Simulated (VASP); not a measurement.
**ZnNi (space group P4/mmm): computed properties**

These are PBEsol GGA, VASP's PBE PAW potentials (set 64) (plane waves; VASP 6.6.1) values and carry that method's errors.

```json
{
  "space_group": "P4/mmm (123)",
  "cell": "a = 2.662 Å, b = 2.662 Å, c = 3.236 Å, α = 90.00°, β = 90.00°, γ = 90.00°",
  "volume_per_atom": "11.46 Å³/atom",
  "band gap (over mesh and band path)": "none (metal, semimetal or under 0.01 eV)",
  "hill_bulk_modulus": "174 GPa",
  "hill_shear_modulus": "76.0 GPa",
  "Poisson's ratio": "0.309",
  "band_gap_with_spin_orbit_coupling": "none (metallic)",
  "density": "8.99 g/cm³",
  "optical Γ-point spectrum": "225 (×2), 269 cm⁻¹",
  "C11": "265 GPa",
  "C12": "105 GPa",
  "C13": "154 GPa",
  "C33": "211 GPa",
  "C44": "122 GPa",
  "C66": "76.3 GPa"
}
```

```cif
data_NiZn
_chemical_formula_sum 'Zn1 Ni1'
_space_group_name_H-M_alt 'P 1'
_space_group_IT_number 1
_cell_length_a 2.66153
_cell_length_b 2.66153
_cell_length_c 3.23638
_cell_angle_alpha 90.000
_cell_angle_beta 90.000
_cell_angle_gamma 90.000
loop_
_space_group_symop_operation_xyz
  'x, y, z'
loop_
_atom_site_label
_atom_site_type_symbol
_atom_site_fract_x
_atom_site_fract_y
_atom_site_fract_z
_atom_site_occupancy
Zn1 Zn 0.50000 0.50000 0.50000 1
Ni1 Ni 0.00000 0.00000 0.00000 1
```

Finite-difference elastic constants of metals are sensitive to mesh and smearing; shear constants can be off by tens of GPa.

The structure comes from a measured ZnNi entry (P4/mmm) of the Crystallography Open Database, whose conditions weren't checked. It was relaxed first, which changed the volume by -6 %. Symmetry was kept, so distortions that lower it aren't found.
